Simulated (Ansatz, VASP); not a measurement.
## KCaSe3: VASP beside Ansatz

```
K Ca Se
1.0
     5.57490    0.00000    0.00000
     0.00000    5.57490    0.00000
     0.00000    0.00000    5.57490
K Ca Se
1 1 3
Direct
  0.50000 0.50000 0.50000
  0.00000 0.00000 0.00000
  0.50000 0.00000 0.00000
  0.00000 0.50000 0.00000
  0.00000 0.00000 0.50000
```

Alike in both runs: functional PBE; k mesh 8 × 8 × 8; occupations gaussian, width 0.1 eV; no spin polarisation.

Ansatz relaxed the structure, and its values are those at the end. VASP's run is a single point on that final structure, the one shown.

```csv
,VASP,Ansatz
version,VASP 6.6.1,Ansatz 0.2.0
potentials or method,"VASP PAW PBE potentials, release 64 (K_sv, Ca_sv, Se)","scalar-relativistic, plane waves, PAW"
plane-wave cutoff (eV),520,420
valence electrons in the cell,37,67
```

|  | VASP | Ansatz | Ansatz less VASP |
| --- | --- | --- | --- |
| gap on the k mesh at the Fermi level (eV) | none | none | - |
| pressure (GPa) | 0.0 | 0.0 | -0.07 |

A gap of «none» marks a metal or a gap that the smearing closes. The two sets of potentials don't hold the same shells in valence.
